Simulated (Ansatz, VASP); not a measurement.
**Ga12Ge13O44 (amorphous 32Ga2O3-68GeO2 (mol %)): VASP beside Ansatz**

One calculation is typed for both programs; each brings its own data sets. How far apart do they land? The cell is taken from a series of runs on this material, whose earlier steps may have relaxed, scaled, displaced or heated it; both programs get it as it stands.

Program: Ansatz 0.2.0. Level of theory: plane waves, with VASP 6.6.1 beside it; single point at PBE. Results are calculated unless marked as measured.

## Step 1: Set-up

The cell holds 69 atoms: 12 Ga, 13 Ge and 44 O. Cell: a = 9.780 Å, b = 9.780 Å, c = 9.780 Å, α = 90.0°, β = 90.0°, γ = 90.0°. As first built, before any earlier steps moved the atoms (in the runner's words): 69 atoms (12 Fe, 13 Ge, 44 O) placed at random at 4.19 g/cm^3, melted at 5000 K for 10 ps at fixed volume with the Morse and Coulomb pair potential with partial charges (Pedone, Malavasi, Menziani, Cormack and Segre, J. Phys. Chem. B 110, 11780 (2006)). Quenched from 5000 K to 300 K at 20 K/ps and fixed volume, held 5 ps, then minimised at fixed cell. Then Fe was replaced by Ga and the cell scaled by 1.006 (the potential has no terms for the new elements, so the cell is a start for a DFT relaxation).

## Step 2: VASP: single point, PBE, pair 1

With cell and atoms fixed, the geometry can't cause a difference; cores, projectors, grids and the points listed under the comparison can.

Lines of VASP's logs that name or quote its potential files are left out, and so is its time.

INCAR

```
SYSTEM = Ga12Ge13O44
PREC = Accurate
ENCUT = 520
EDIFF = 1E-06
NELM = 120
ISMEAR = 0
SIGMA = 0.01
LREAL = Auto
ALGO = Normal
GGA = PE
NBANDS = 352
LORBIT = 11
LWAVE = .FALSE.
LCHARG = .FALSE.
ISIF = 2
LASPH = .TRUE.
GGA_COMPAT = .FALSE.
EFERMI = MIDGAP
NCORE = 2
```

POSCAR

```
Ga12Ge13O44
1.0
    9.7798300000      0.0000000000      0.0000000000
    0.0000000000      9.7798300000      0.0000000000
    0.0000000000      0.0000000000      9.7798300000
Ga Ge O
12 13 44
Direct
    0.8699600000      0.8895100000      0.5455500000
    0.3241900000      0.6113400000      0.7479600000
    0.6587600000      0.1195400000      0.6894100000
    0.5854000000      0.4009200000      0.8040700000
    0.0350200000      0.7867900000      0.8601800000
    0.9844000000      0.5959600000      0.6107900000
    0.0813000000      0.0844000000      0.6680900000
    0.3176700000      0.2319500000      0.8076300000
    0.0067600000      0.1055800000      0.3742700000
    0.9321400000      0.3551500000      0.8069000000
    0.7858700000      0.3233700000      0.1386600000
    0.7990200000      0.2904800000      0.4957300000
    0.6146800000      0.5413700000      0.5317800000
    0.3215300000      0.5768100000      0.3326100000
    0.6326600000      0.7687000000      0.7375200000
    0.8314800000      0.6045700000      0.2964900000
    0.3341800000      0.9047000000      0.8693300000
    0.1884600000      0.3721600000      0.5549300000
    0.2631300000      0.8639500000      0.4854500000
    0.7589200000      0.9201100000      0.2154300000
    0.5049800000      0.0892500000      0.3798700000
    0.8442400000      0.5983700000      0.9663800000
    0.4227200000      0.3933000000      0.0632100000
    0.2753400000      0.1177500000      0.1393900000
    0.8928100000      0.0942100000      0.9436300000
    0.5876000000      0.3398100000      0.0997200000
    0.9499300000      0.6454600000      0.4182200000
    0.9475400000      0.7381300000      0.0235200000
    0.6635500000      0.3925700000      0.6259600000
    0.4670200000      0.5598400000      0.4373000000
    0.3953100000      0.9798200000      0.4637600000
    0.1247000000      0.2163000000      0.5040800000
    0.6995600000      0.9273400000      0.6730700000
    0.2724000000      0.0355800000      0.7625900000
    0.1699600000      0.5261000000      0.6517800000
    0.1240600000      0.0905600000      0.2175100000
    0.8571200000      0.2446600000      0.3123100000
    0.0042300000      0.9933600000      0.8523200000
    0.7512600000      0.4449900000      0.8994600000
    0.3200900000      0.9883400000      0.0265100000
    0.4134000000      0.4588400000      0.8960500000
    0.6119600000      0.9975300000      0.2735600000
    0.4939200000      0.8471800000      0.8268200000
    0.7359100000      0.7071300000      0.8679900000
    0.8045800000      0.1778300000      0.8103300000
    0.2094700000      0.4583100000      0.4005400000
    0.3052300000      0.7691400000      0.6248900000
    0.1067200000      0.2581800000      0.7759700000
    0.7137800000      0.6907500000      0.5728600000
    0.5224100000      0.2063000000      0.8093700000
    0.3677600000      0.5135900000      0.1748700000
    0.7291100000      0.4885200000      0.3904400000
    0.5291900000      0.6029300000      0.7041200000
    0.2296800000      0.7596200000      0.8763000000
    0.1098500000      0.9480400000      0.5118000000
    0.8724400000      0.9468400000      0.3511800000
    0.8042200000      0.0095800000      0.0686100000
    0.8905800000      0.1052900000      0.5691900000
    0.3074400000      0.2571200000      0.0261800000
    0.9321000000      0.4019800000      0.6012800000
    0.9692000000      0.7792400000      0.6769100000
    0.2697800000      0.7440500000      0.3543400000
    0.8461300000      0.5175300000      0.1389600000
    0.3932400000      0.1670400000      0.2653800000
    0.9288000000      0.2521200000      0.0153800000
    0.7393300000      0.7447000000      0.2388100000
    0.9711600000      0.5533000000      0.8406600000
    0.3405900000      0.3305900000      0.6381000000
    0.6173100000      0.1620200000      0.4957200000
```

KPOINTS

```
Automatic mesh
0
Gamma
1 1 1
0 0 0
```

PAW data sets: Ga_d, Ge_d and O (PBE family, release 64).

The run is started by

```sh
$ mpirun -np 8 vasp_gam
```

Numbers of over 12 decimals in the logs are rounded to 6 here.

Log:

```text
[banner, memory and clock lines left out]
running    8 mpi-ranks, on    1 nodes
[...]
LDA part: xc-table for (Slater+PW92), standard interpolation
 POSCAR, INCAR and KPOINTS ok, starting setup
[...]
entering main loop
       N       E                     dE             d eps       ncg     rms          rms(c)
DAV:   1     0.184746052032E+05    0.18475E+05   -0.20826E+05   856   0.428E+03
DAV:   2     0.460534686403E+04   -0.13869E+05   -0.12825E+05   704   0.124E+03
DAV:   3     0.283833833417E+03   -0.43215E+04   -0.40727E+04   880   0.416E+02
DAV:   4    -0.421420545693E+03   -0.70525E+03   -0.68798E+03   840   0.183E+02
[...]
DAV:  18    -0.413683631750E+03   -0.26304E-05   -0.46338E-05  1016   0.316E-02    0.645E-03
DAV:  19    -0.413683631926E+03   -0.17637E-06   -0.10646E-05   640   0.194E-02    0.456E-03
DAV:  20    -0.413683631672E+03    0.25466E-06   -0.85782E-06   752   0.103E-02
   1 F= -.41368363E+03 E0= -.41368363E+03  d E =0.000000E+00
```

OUTCAR, selected parts (step 2):

```text
 POSITION                                       TOTAL-FORCE (eV/Angst)
 -----------------------------------------------------------------------------------
      8.50806      8.69926      5.33539        -0.700436      0.254333      0.207880
      3.17052      5.97880      7.31492         0.076097      0.943468     -1.531023
      6.44256      1.16908      6.74231        -0.769098     -0.728812      0.639395
      5.72511      3.92093      7.86367         0.184157      0.127388      0.522252
      0.34249      7.69467      8.41241        -0.661663      0.221808      0.880165
      9.62726      5.82839      5.97342        -0.372827     -0.434639     -0.308018
      0.79510      0.82542      6.53381         0.433075      1.148515      0.253799
      3.10676      2.26843      7.89848        -0.073953     -0.375727     -1.141956
      0.06611      1.03255      3.66030         0.390707      0.496278     -0.420500
      9.11617      3.47331      7.89134         0.083515      0.463447     -0.141069
      7.68568      3.16250      1.35607        -0.412300     -0.004545     -0.073679
      7.81428      2.84085      4.84816         0.266371      0.859328     -0.634916
      6.01147      5.29451      5.20072        -0.268114      1.132012     -0.499185
      3.14451      5.64110      3.25287         0.850106     -0.378709      1.953196
[...]
-----------------------------------------------------------------------------------
    total drift:                               -0.000542      0.004936      0.017859

  FREE ENERGIE OF THE ION-ELECTRON SYSTEM (eV)
  ---------------------------------------------------
  free  energy   TOTEN  =      -413.6836316715 eV

  energy  without entropy=     -413.6836316715  energy(sigma->0) =     -413.68363167

[... 2 further parts left out ...]
```

The run ends at a pressure of -0.17 GPa, with forces up to 2.5 eV/Å.

## Step 3: Ansatz: single point, PBE, pair 1

Ansatz runs on its PAW soft_1 files.

The same cell, functional and mesh now go to Ansatz, which takes its cutoff from its data sets.

input.yaml

```yaml
crystal:
  lattice:
    - [9.77983, 0.0, 0.0]
    - [0.0, 9.77983, 0.0]
    - [0.0, 0.0, 9.77983]
  atoms:
    - { symbol: Ga, position: [0.86996, 0.88951, 0.54555] }
    - { symbol: Ga, position: [0.32419, 0.61134, 0.74796] }
    - { symbol: Ga, position: [0.65876, 0.11954, 0.68941] }
    - { symbol: Ga, position: [0.5854, 0.40092, 0.80407] }
    - { symbol: Ga, position: [0.03502, 0.78679, 0.86018] }
    - { symbol: Ga, position: [0.9844, 0.59596, 0.61079] }
    - { symbol: Ga, position: [0.0813, 0.0844, 0.66809] }
    - { symbol: Ga, position: [0.31767, 0.23195, 0.80763] }
    - { symbol: Ga, position: [0.00676, 0.10558, 0.37427] }
    - { symbol: Ga, position: [0.93214, 0.35515, 0.8069] }
    - { symbol: Ga, position: [0.78587, 0.32337, 0.13866] }
    - { symbol: Ga, position: [0.79902, 0.29048, 0.49573] }
    - { symbol: Ge, position: [0.61468, 0.54137, 0.53178] }
    - { symbol: Ge, position: [0.32153, 0.57681, 0.33261] }
    - { symbol: Ge, position: [0.63266, 0.7687, 0.73752] }
    - { symbol: Ge, position: [0.83148, 0.60457, 0.29649] }
    - { symbol: Ge, position: [0.33418, 0.9047, 0.86933] }
    - { symbol: Ge, position: [0.18846, 0.37216, 0.55493] }
    - { symbol: Ge, position: [0.26313, 0.86395, 0.48545] }
    - { symbol: Ge, position: [0.75892, 0.92011, 0.21543] }
    - { symbol: Ge, position: [0.50498, 0.08925, 0.37987] }
    - { symbol: Ge, position: [0.84424, 0.59837, 0.96638] }
    - { symbol: Ge, position: [0.42272, 0.3933, 0.06321] }
    - { symbol: Ge, position: [0.27534, 0.11775, 0.13939] }
    - { symbol: Ge, position: [0.89281, 0.09421, 0.94363] }
    - { symbol: O, position: [0.5876, 0.33981, 0.09972] }
    - { symbol: O, position: [0.94993, 0.64546, 0.41822] }
    - { symbol: O, position: [0.94754, 0.73813, 0.02352] }
    - { symbol: O, position: [0.66355, 0.39257, 0.62596] }
    - { symbol: O, position: [0.46702, 0.55984, 0.4373] }
    - { symbol: O, position: [0.39531, 0.97982, 0.46376] }
    - { symbol: O, position: [0.1247, 0.2163, 0.50408] }
    - { symbol: O, position: [0.69956, 0.92734, 0.67307] }
    - { symbol: O, position: [0.2724, 0.03558, 0.76259] }
    - { symbol: O, position: [0.16996, 0.5261, 0.65178] }
    - { symbol: O, position: [0.12406, 0.09056, 0.21751] }
    - { symbol: O, position: [0.85712, 0.24466, 0.31231] }
    - { symbol: O, position: [0.00423, 0.99336, 0.85232] }
    - { symbol: O, position: [0.75126, 0.44499, 0.89946] }
    - { symbol: O, position: [0.32009, 0.98834, 0.02651] }
    - { symbol: O, position: [0.4134, 0.45884, 0.89605] }
    - { symbol: O, position: [0.61196, 0.99753, 0.27356] }
    - { symbol: O, position: [0.49392, 0.84718, 0.82682] }
    - { symbol: O, position: [0.73591, 0.70713, 0.86799] }
    - { symbol: O, position: [0.80458, 0.17783, 0.81033] }
    - { symbol: O, position: [0.20947, 0.45831, 0.40054] }
    - { symbol: O, position: [0.30523, 0.76914, 0.62489] }
    - { symbol: O, position: [0.10672, 0.25818, 0.77597] }
    - { symbol: O, position: [0.71378, 0.69075, 0.57286] }
    - { symbol: O, position: [0.52241, 0.2063, 0.80937] }
    - { symbol: O, position: [0.36776, 0.51359, 0.17487] }
    - { symbol: O, position: [0.72911, 0.48852, 0.39044] }
    - { symbol: O, position: [0.52919, 0.60293, 0.70412] }
    - { symbol: O, position: [0.22968, 0.75962, 0.8763] }
    - { symbol: O, position: [0.10985, 0.94804, 0.5118] }
    - { symbol: O, position: [0.87244, 0.94684, 0.35118] }
    - { symbol: O, position: [0.80422, 0.00958, 0.06861] }
    - { symbol: O, position: [0.89058, 0.10529, 0.56919] }
    - { symbol: O, position: [0.30744, 0.25712, 0.02618] }
    - { symbol: O, position: [0.9321, 0.40198, 0.60128] }
    - { symbol: O, position: [0.9692, 0.77924, 0.67691] }
    - { symbol: O, position: [0.26978, 0.74405, 0.35434] }
    - { symbol: O, position: [0.84613, 0.51753, 0.13896] }
    - { symbol: O, position: [0.39324, 0.16704, 0.26538] }
    - { symbol: O, position: [0.9288, 0.25212, 0.01538] }
    - { symbol: O, position: [0.73933, 0.7447, 0.23881] }
    - { symbol: O, position: [0.97116, 0.5533, 0.84066] }
    - { symbol: O, position: [0.34059, 0.33059, 0.6381] }
    - { symbol: O, position: [0.61731, 0.16202, 0.49572] }
kpoints:
  mp_grid: { grid: [1, 1, 1] }
hamiltonian:
  xc: pbe
  pseudopotentials: { kind: paw, azcp: { folder: soft_1 } }
scf:
  occupations: { method: fixed }
output:
  forces: true
```

The run is started by

```sh
$ ansatz run input.yaml --threads 4 --pin off --max-ram 8192MiB --backend cpu --events-out ev --progress --plain --runs-dir out
```

Log:

```text
Engine: ansatz 0.2.0, aarch64-unknown-linux-gnu
Pseudopotentials: kind: paw
Pseudopotential: Ga, paw, valence charge 13, recommended cutoff 420 eV (normal), soft_1/Ga.paw.azcp
Pseudopotential: Ge, paw, valence charge 14, recommended cutoff 420 eV (normal), soft_1/Ge.paw.azcp
Pseudopotential: O, paw, valence charge 6, recommended cutoff 420 eV (normal), soft_1/O.paw.azcp
Functional definition: PBE
  parameter kappa = 0.804
  parameter beta = 0.066725
  exchange = pbe_x(kappa = kappa, mu = beta*pi^2/3)
  correlation = pbe_c(beta = beta)
Crystal: 69 atoms, lattice volume = 935.393 Å³
Basis set: ecut = 420 eV, 18325 PW (Γ), exchange–correlation on 144×144×144 points (8 copies of the dense FFT grid, shifted against one another)
Bands: 370, of which v1, the nominal top of the filled ones, is band 301 counted from 1 (300 counted from 0)
Symmetry: 1 space group operations
Space group: P1 (ITA 1), of the structure as read, at distance tolerance 9.8e-5 Å
k-points: 1
Non-local potential: Ga, projectors of the file, l = 0: 2, l = 1: 2, l = 2: 3, l = 3: 1
Non-local potential: Ge, projectors of the file, l = 0: 2, l = 1: 2, l = 2: 3, l = 3: 1
Non-local potential: O, projectors of the file, l = 0: 2, l = 1: 2, l = 2: 1
PAW form: soft (Blöchl's): semilocal exchange-correlation on the pseudo side does not see the compensation charge
PAW one-centre angular grid: Ga, 590 points (default); XC on 64 Gauss nodes
PAW one-centre angular grid: Ge, 590 points (default); XC on 64 Gauss nodes
PAW one-centre angular grid: O, 110 points (default); XC on 64 Gauss nodes
Initial density: superposition of atomic densities (chi_scale 0.1, normalization cell, long waves kept (reshape's long-wave potential 0.66 eV rms))
Initial wavefunctions: pseudopotential atomic-orbital guess
Functional: x = pbe(κ = 0.804, μ = 0.219515), c = pbe(β = 0.066725)
SCF iter   1: F=—  HF=-126211.011007 eV  |F-HF|=—  |Δ(HF+E_count)|=         —  Δρ=1.05e-1  dr2=6.61e1  ethr=3.10e-3  ⟨swp⟩=5.0  Hψ=1163  notcnv=0  defer=65
preconditioner: auto → Resta (q_TF=auto, 2.535 Å⁻¹)  ε∞=3.2  [insulator: Δε(μ)=1.625 eV  Ē_g=20.123 eV  n_scr=250 (ndim 8)  ℏωp=29.8 eV  f_vac=0.138  ε∞_Penn≈3.2]
SCF iter   2: F=—  HF=-126193.928977 eV  |F-HF|=—  |Δ(HF+E_count)|=    1.71e1  Δρ=4.62e-2  dr2=1.08e1  ethr=3.10e-3  ⟨swp⟩=3.0  Hψ=639  notcnv=0  defer=65
SCF iter   3: F=—  HF=-126190.852970 eV  |F-HF|=—  |Δ(HF+E_count)|=    3.08e0  Δρ=1.54e-2  dr2=2.04e0  ethr=1.79e-3  ⟨swp⟩=4.0  Hψ=615  notcnv=0  defer=66
SCF iter   4: F=—  HF=-126190.485737 eV  |F-HF|=—  |Δ(HF+E_count)|=   3.67e-1  Δρ=4.79e-3  dr2=1.99e-1  ethr=3.39e-4  ⟨swp⟩=2.0  Hψ=598  notcnv=0  defer=66
SCF iter   5: F=—  HF=-126190.539167 eV  |F-HF|=—  |Δ(HF+E_count)|=   5.34e-2  Δρ=3.09e-3  dr2=7.91e-2  ethr=3.31e-5  ⟨swp⟩=3.0  Hψ=560  notcnv=0  defer=67
SCF iter   6: F=—  HF=-126190.560358 eV  |F-HF|=—  |Δ(HF+E_count)|=   2.12e-2  Δρ=1.31e-3  dr2=1.66e-2  ethr=1.31e-5  ⟨swp⟩=3.0  Hψ=591  notcnv=0  defer=67
SCF iter   7: F=—  HF=-126190.559544 eV  |F-HF|=—  |Δ(HF+E_count)|=   8.15e-4  Δρ=3.34e-4  dr2=1.93e-3  ethr=2.76e-6  ⟨swp⟩=2.0  Hψ=608  notcnv=0  defer=67
SCF iter   8: F=—  HF=-126190.560945 eV  |F-HF|=—  |Δ(HF+E_count)|=   1.40e-3  Δρ=3.08e-4  dr2=9.14e-4  ethr=3.20e-7  ⟨swp⟩=2.0  Hψ=608  notcnv=0  defer=67
SCF iter   9: F=—  HF=-126190.561047 eV  |F-HF|=—  |Δ(HF+E_count)|=   1.02e-4  Δρ=8.06e-5  dr2=7.82e-5  ethr=1.52e-7  ⟨swp⟩=2.0  Hψ=516  notcnv=0  defer=65
SCF iter  10: F=—  HF=-126190.562103 eV  |F-HF|=—  |Δ(HF+E_count)|=   1.06e-3  Δρ=5.43e-5  dr2=2.53e-5  ethr=1.30e-8  ⟨swp⟩=2.0  Hψ=606  notcnv=0  defer=65
SCF iter  11: F=—  HF=-126190.562101 eV  |F-HF|=—  |Δ(HF+E_count)|=   2.34e-6  Δρ=1.97e-5  dr2=3.57e-6  ethr=4.20e-9  ⟨swp⟩=2.0  Hψ=541  notcnv=0  defer=65
SCF iter  12: F=—  HF=-126190.562102 eV  |F-HF|=—  |Δ(HF+E_count)|=   1.81e-6  Δρ=9.09e-6  dr2=8.02e-7  ethr=5.93e-10  ⟨swp⟩=2.0  Hψ=538  notcnv=0  defer=65
SCF iter  13: F=—  HF=-126190.562103 eV  |F-HF|=—  |Δ(HF+E_count)|=   2.94e-7  Δρ=4.61e-6  dr2=1.95e-7  ethr=1.33e-10  ⟨swp⟩=2.0  Hψ=549  notcnv=0  defer=65
SCF iter  14: F=-126190.562103 eV  HF=-126190.562103 eV  |F-HF|=1.31e-9  |Δ(HF+E_count)|=   1.78e-8  Δρ=1.71e-6  dr2=2.70e-8  ethr=1.66e-11  ⟨swp⟩=4.0  Hψ=1105  notcnv=0
SCF 1 converged in 14 iterations: F = -126190.562103 eV  dr2 = 2.70e-8
  greatest PAW one-centre occupation: 0.999 electrons in one spin orbital (limit 2), on the Ge atom at site 21 (counted from 0), in its partial waves of l = 2
SCF converged after 14 iterations
Free energy (F): -126190.562103 eV
Harris-Foulkes:  -126190.562103 eV  (|F-HF|=1.31e-9)
Internal energy: -126190.562103 eV  (E = F + TS)
E sigma→0 (E₀):  -126190.562103 eV
Fermi energy:    5.094688 eV
--- Per-component energies (eV) ---
  E_band       = -4174.425833
  E_kinetic    = 9948.059851
  E_local      = -79151.402758  (includes V_loc(G=0)·N_el)
  E_nonlocal   = 4213.519746
  E_hartree    = 38633.064852
  E_xc         = -4772.929058
  E_vxc        = -5457.714282  (∫ρ·V_xc dr)
  E_paw        = -57476.291491  (= ΣΔE_a)
  E_vpaw       = -10993.047945  (= ΣTr[D̂ρ^β])
  E_aug_tail   = 0.031947  (compensation charges beyond the density's cutoff)
  E_ewald      = -37584.615192
  E_smearing   = -0.000000  (= −TS)
  E_closure    = -0.000000  (closes the sum)
  Σ components = -126190.562103   (vs F -126190.562103, Δ=0.00e0)
--- Forces (eV/Å), atoms counted from 1 ---
  atom   1  Ga    -0.69997199     0.28947550     0.22599986
  atom   2  Ga     0.07610563     0.97667029    -1.56056376
  atom   3  Ga    -0.77619190    -0.72605596     0.64030142
  atom   4  Ga     0.18459072     0.12233870     0.52126889
  atom   5  Ga    -0.67108778     0.23377540     0.89184169
  atom   6  Ga    -0.36590410    -0.44455641    -0.31523487
  atom   7  Ga     0.42560591     1.17741700     0.24154712
  atom   8  Ga    -0.06437158    -0.38268789    -1.16684744
  atom   9  Ga     0.37892431     0.50276125    -0.40522030
  atom  10  Ga     0.08044062     0.48047247    -0.15803195
  atom  11  Ga    -0.39419512     0.01414029    -0.08080284
  atom  12  Ga     0.28317289     0.85890473    -0.63451385
  atom  13  Ge    -0.21196000     1.14470360    -0.43356457
  atom  14  Ge     0.84240637    -0.36230084     1.97133042
  atom  15  Ge     0.06857804    -1.47764401    -0.34731548
  atom  16  Ge    -0.08702474     0.45246386     1.46544409
  atom  17  Ge     0.15474162     0.88789353    -0.58634771
  atom  18  Ge     0.55204521    -0.04014245     0.39148474
  atom  19  Ge     1.36968410    -1.06972160     0.58763304
  atom  20  Ge    -0.09574598    -0.06139550     0.44955003
  atom  21  Ge    -0.61508818    -1.11694313    -0.53213349
  atom  22  Ge    -0.66882871     0.82622126    -1.54706542
  atom  23  Ge     1.51951576    -0.42264016     1.05707787
  atom  24  Ge     0.51857629    -0.72038435     0.65326662
[...]
atom  62  O     -0.62150056     0.14774752    -2.24658020
  atom  63  O      0.20801109    -1.75090537    -0.19390679
  atom  64  O      0.34677146     1.29217322     0.00577973
  atom  65  O      0.14843925     1.75506809     1.23436809
  atom  66  O     -1.21799891     0.13138499    -0.91997420
  atom  67  O      1.31163410    -1.12861842    -0.81534158
  atom  68  O      1.14838859    -0.67958894     1.20374233
  atom  69  O      1.05997565     0.97276489     1.43622463
  max |Σ_I F_I| component: 3.72e-5 eV/Å
```

In the SCF lines HF is the Harris–Foulkes energy and dr2 the Hartree energy of the density residual, in eV; the loop may stop once dr2 is under the threshold and the program's other checks hold. Hψ counts applications of the Hamiltonian.

## Step 4: Comparison

Known differences besides the potentials themselves: fixed occupations in Ansatz, narrow Gaussian smearing in VASP; the cutoff is 420 eV in Ansatz and 520 eV in VASP (PREC = Accurate, projectors in real space). Total energies have different zeros and are not compared.

Both answers:

| quantity | Ansatz | VASP | difference |
| --- | --- | --- | --- |
| gap on the k mesh (eV) | 1.088 | 1.061 | +0.027 |

Forces on 10 of the 69 atoms, those with the largest forces and the largest differences (eV/Å; atoms numbered as in POSCAR):

| atom | Ansatz x, y, z | VASP x, y, z |
| --- | --- | --- |
| Ge14 | 0.842, -0.362, 1.971 | 0.850, -0.379, 1.953 |
| Ge15 | 0.069, -1.478, -0.347 | 0.077, -1.426, -0.255 |
| O32 | -0.862, -2.166, -0.711 | -0.828, -2.090, -0.698 |
| O35 | -0.766, 1.695, 1.140 | -0.767, 1.653, 1.122 |
| O36 | -1.800, -0.322, 0.568 | -1.717, -0.311, 0.514 |
| O47 | 0.437, -0.781, 1.582 | 0.415, -0.723, 1.514 |
| O53 | -1.844, -0.699, 0.960 | -1.815, -0.697, 0.959 |
| O55 | -2.114, 1.474, 0.052 | -2.073, 1.427, 0.022 |
| O56 | 1.967, 0.444, 1.627 | 1.918, 0.427, 1.555 |
| O62 | -0.622, 0.148, -2.247 | -0.603, 0.132, -2.208 |

The forces differ by 30 meV/Å r.m.s., which is 3.4 % of the r.m.s. force of 0.856 eV/Å (both taken over all components). A gap on the mesh is an upper bound, since the band edges may lie between its points.

[end of part 1 of 3]

[Lines on the potential files, build, host, timing and source positions are cut from VASP's logs without a mark.]

[Logs are printed without paths, hosts, clocks, repeated set-up lines and the standing remarks that a program may print on its own settings, such as how far it seeks lower states.]

[Hosts, paths, dates, database ids (printed as entryN), source tags and the programs' standing remarks are cut or masked in the printed files.]
